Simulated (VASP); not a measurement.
Output of a VASP run:

File OUTCAR:
```
 ion  position               nearest neighbor table
   1  0.250  0.750  0.500-   2 3.02   2 3.02   2 3.02   2 3.02
   2  0.000  0.000  0.000-   1 3.02   1 3.02   1 3.02   1 3.02
  LATTYP: Found a body centered tetragonal cell.
 ALAT       =     5.8300000000
 C/A-ratio  =     0.5454545455
 Subroutine PRICEL returns:
 Original cell was already a primitive cell.
 Subroutine GETGRP returns: Found 16 space group operations
The static configuration has the point symmetry D_2d.
 The point group associated with its full space group is D_4h.
The dynamic configuration has the point symmetry D_2d.
 Subroutine INISYM returns: Found 16 space group operations
 Subroutine IBZKPT returns following result:
 Found    163 irreducible k-points:

 Following reciprocal coordinates:
            Coordinates               Weight
  0.000000  0.000000  0.000000      1.000000
  0.083333  0.000000  0.000000      8.000000
  0.166667  0.000000  0.000000      8.000000
  0.250000  0.000000 -0.000000      8.000000
  0.333333 -0.000000  0.000000      8.000000
  0.416667  0.000000 -0.000000      8.000000
  0.500000  0.000000 -0.000000      4.000000
  0.083333  0.083333  0.000000      8.000000
  0.166667  0.083333 -0.000000     16.000000
  0.250000  0.083333  0.000000     16.000000
  0.333333  0.083333  0.000000     16.000000
  0.416667  0.083333  0.000000     16.000000
  0.500000  0.083333  0.000000     16.000000
 -0.416667  0.083333  0.000000     16.000000
 -0.333333  0.083333 -0.000000     16.000000
 -0.250000  0.083333  0.000000     16.000000
 -0.166667  0.083333  0.000000     16.000000
 -0.083333  0.083333  0.000000      4.000000
  0.166667  0.166667  0.000000      8.000000
  0.250000  0.166667 -0.000000     16.000000
  0.333333  0.166667  0.000000     16.000000
  0.416667  0.166667  0.000000     16.000000
  0.500000  0.166667  0.000000     16.000000
 -0.416667  0.166667  0.000000     16.000000
 -0.333333  0.166667 -0.000000     16.000000
 -0.250000  0.166667  0.000000     16.000000
 -0.166667  0.166667  0.000000      4.000000
  0.250000  0.250000 -0.000000      8.000000
  0.333333  0.250000  0.000000     16.000000
  0.416667  0.250000  0.000000     16.000000
  0.500000  0.250000 -0.000000     16.000000
 -0.416667  0.250000  0.000000     16.000000
 -0.333333  0.250000 -0.000000     16.000000
 -0.250000  0.250000  0.000000      4.000000
  0.333333  0.333333  0.000000      8.000000
  0.416667  0.333333 -0.000000     16.000000
  0.500000  0.333333 -0.000000     16.000000
 -0.416667  0.333333  0.000000     16.000000
 -0.333333  0.333333  0.000000      4.000000
  0.416667  0.416667 -0.000000      8.000000
   k-points           NKPTS =    163   k-points in BZ     NKDIM =    163   number of bands    NBANDS=     18
   number of dos      NEDOS =    301   number of ions     NIONS =      2
   total plane-waves  NPLWV =  27000
   dimension x,y,z NGX =    30 NGY =   30 NGZ =   30
   dimension x,y,z NGXF=    60 NGYF=   60 NGZF=   60
   ions per type =               2
   PREC   = accura    normal or accurate (medium, high low for compatibility)
   ISTART =      0    job   : 0-new  1-cont  2-samecut
   ICHARG =      2    charge: 1-file 2-atom 10-const
   ISPIN  =      1    spin polarized calculation?
   LNONCOLLINEAR =      F non collinear calculations
   LSORBIT =      F    spin-orbit coupling
   INIWAV =      1    electr: 0-lowe 1-rand  2-diag
   ENCUT  =  400.0 eV  29.40 Ry    5.42 a.u.   7.21  7.21  7.21*2*pi/ulx,y,z
   NELM   =    100;   NELMIN=  2; NELMDL= -5     # of ELM steps
   EDIFF  = 0.1E-05   stopping-criterion for ELM
   LREAL  =      F    real-space projection
   NLSPLINE    = F    spline interpolate recip. space projectors
   LMAXMIX     =    4 max onsite mixed and CHGCAR
   VOSKOWN=      0    Vosko Wilk Nusair interpolation
   EDIFFG = -.1E-01   stopping-criterion for IOM
   NSW    =     60    number of steps for IOM
...
```

File OSZICAR:
```
...
DAV:   2     0.777911393025E+01   -0.17887E+03   -0.17703E+03  5880   0.410E+02
DAV:   3    -0.809834254996E+01   -0.15877E+02   -0.15690E+02  6780   0.131E+02
DAV:   4    -0.854833869015E+01   -0.45000E+00   -0.44905E+00  6712   0.243E+01
DAV:   5    -0.856520055083E+01   -0.16862E-01   -0.16861E-01  7870   0.419E+00    0.245E+00
DAV:   6    -0.853164443220E+01    0.33556E-01   -0.53754E-02  7692   0.374E+00    0.132E+00
DAV:   7    -0.852144441311E+01    0.10200E-01   -0.28692E-02  7670   0.264E+00    0.191E-01
DAV:   8    -0.852088216836E+01    0.56224E-03   -0.22587E-03  7054   0.744E-01    0.291E-02
DAV:   9    -0.852088811754E+01   -0.59492E-05   -0.60055E-05  7366   0.827E-02    0.140E-02
DAV:  10    -0.852088731600E+01    0.80153E-06   -0.45681E-06  6192   0.275E-02
   1 F= -.85208873E+01 E0= -.85207387E+01  d E =-.852089E+01
       N       E                     dE             d eps       ncg     rms          rms(c)
DAV:   1    -0.854989507291E+01   -0.29007E-01   -0.63684E-01  6440   0.136E+01    0.907E-01
DAV:   2    -0.852698016132E+01    0.22915E-01   -0.43146E-02  7064   0.362E+00    0.408E-01
DAV:   3    -0.852165819687E+01    0.53220E-02   -0.16416E-02  7696   0.214E+00    0.569E-02
DAV:   4    -0.852143386113E+01    0.22434E-03   -0.67408E-04  6292   0.332E-01    0.172E-02
DAV:   5    -0.852141801335E+01    0.15848E-04   -0.33043E-05  8050   0.571E-02    0.775E-03
DAV:   6    -0.852141784130E+01    0.17205E-06   -0.29352E-06  5042   0.246E-02
   2 F= -.85214178E+01 E0= -.85212618E+01  d E =-.530525E-03
       N       E                     dE             d eps       ncg     rms          rms(c)
DAV:   1    -0.852276146378E+01   -0.13435E-02   -0.29542E-02  6444   0.298E+00    0.194E-01
DAV:   2    -0.852171979670E+01    0.10417E-02   -0.19487E-03  7108   0.772E-01    0.877E-02
DAV:   3    -0.852147076940E+01    0.24903E-03   -0.76976E-04  7704   0.464E-01    0.120E-02
DAV:   4    -0.852145602020E+01    0.14749E-04   -0.32281E-05  6422   0.740E-02    0.378E-03
DAV:   5    -0.852145406859E+01    0.19516E-05   -0.10962E-06  3636   0.134E-02    0.155E-03
DAV:   6    -0.852145366631E+01    0.40228E-06   -0.50009E-07  3046   0.108E-02
   3 F= -.85214537E+01 E0= -.85212989E+01  d E =-.566350E-03
       N       E                     dE             d eps       ncg     rms          rms(c)
DAV:   1    -0.852216296859E+01   -0.70890E-03   -0.17168E-02  6542   0.118E+00    0.124E-01
DAV:   2    -0.852174233779E+01    0.42063E-03   -0.92655E-04  6810   0.537E-01    0.761E-02
DAV:   3    -0.852151950517E+01    0.22283E-03   -0.48840E-04  7724   0.346E-01    0.107E-02
DAV:   4    -0.852152532119E+01   -0.58160E-05   -0.87293E-05  6138   0.117E-01    0.598E-03
DAV:   5    -0.852152485632E+01    0.46487E-06   -0.21693E-06  4318   0.252E-02
   4 F= -.85215249E+01 E0= -.85213625E+01  d E =-.711900E-04
       N       E                     dE             d eps       ncg     rms          rms(c)
DAV:   1    -0.852220468675E+01   -0.67937E-03   -0.18060E-02  6548   0.121E+00    0.127E-01
DAV:   2    -0.852176248346E+01    0.44220E-03   -0.96747E-04  6854   0.548E-01    0.778E-02
DAV:   3    -0.852152898503E+01    0.23350E-03   -0.51341E-04  7728   0.354E-01    0.110E-02
DAV:   4    -0.852153502770E+01   -0.60427E-05   -0.91202E-05  6148   0.120E-01    0.613E-03
DAV:   5    -0.852153454529E+01    0.48241E-06   -0.23512E-06  4476   0.260E-02
   5 F= -.85215345E+01 E0= -.85213659E+01  d E =-.808790E-04
```

OUTCAR:
```
------------------------ aborting loop because EDIFF is reached ----------------------------------------
  FORCE on cell =-STRESS in cart. coord.  units (eV):
  Direction    XX          YY          ZZ          XY          YZ          ZX
  --------------------------------------------------------------------------------------
  Total        0.0004497      0.0004497      0.0091351      0.0000000      0.0000000      0.0000000
  in kB        0.0134287      0.0134287      0.2728001      0.0000000      0.0000000      0.0000000
  external PRESSURE =       0.0998859 kB  Pullay stress =       0.0000000 kB
  volume of cell :       53.65
      direct lattice vectors                 reciprocal lattice vectors
    -2.913524755  2.913524755  1.580095269     0.000000000  0.171613438  0.316436616
     2.913524755 -2.913524755  1.580095269     0.171613438  0.000000000  0.316436616
     2.913524755  2.913524755 -1.580095269     0.171613438  0.171613438  0.000000000
 POSITION                                       TOTAL-FORCE (eV/Angst)
 -----------------------------------------------------------------------------------
      2.91352      0.00000      0.79005        -0.000000      0.000000     -0.000000
     -0.00000      0.00000      0.00000         0.000000     -0.000000      0.000000
 -----------------------------------------------------------------------------------
    total drift:                                0.000000     -0.000000      0.000000
  FREE ENERGIE OF THE ION-ELECTRON SYSTEM (eV)
  ---------------------------------------------------
  free  energy   TOTEN  =        -8.5215345453 eV

  energy  without entropy=       -8.5210286468  energy(sigma->0) =       -8.52136591

 reached required accuracy - stopping structural energy minimisation
```
(Selected blocks of OUTCAR.)

File POSCAR:
```
Sn
1
   -2.9150000000     2.9150000000     1.5900000000
    2.9150000000    -2.9150000000     1.5900000000
    2.9150000000     2.9150000000    -1.5900000000
Sn
2
Direct
  0.2500000000   0.7500000000   0.5000000000
  0.0000000000   0.0000000000   0.0000000000
```

Reconstruct the remaining input files.

Several could match; the one computed here: the input of the run itself, PBEsol GGA, plane waves, VASP's PBE PAW potentials (set 64).

### INCAR
```
! general
SYSTEM  = Sn
PREC    = Accurate
ENCUT   = 400
LREAL   = .FALSE.
LASPH   = .TRUE.

! electronic loop
EDIFF   = 1E-6
NELM    = 100
ALGO    = Normal
LMAXMIX = 4

! smearing
ISMEAR  = 1
SIGMA   = 0.1

! functional
GGA     = PS

! ions
IBRION  = 2
NSW     = 60
ISIF    = 3
EDIFFG  = -0.01

! output
LWAVE   = .FALSE.
LCHARG  = .FALSE.
```

**KPOINTS**
```
Automatic mesh
0
Gamma
12 12 12
0 0 0
```

POTCAR, in this order: Sn_d (PBE.64 set). Program: vasp_std.

The compound is Sn in the beta structure. This run relaxes it. Symmetry was kept, so distortions that lower it aren't found.
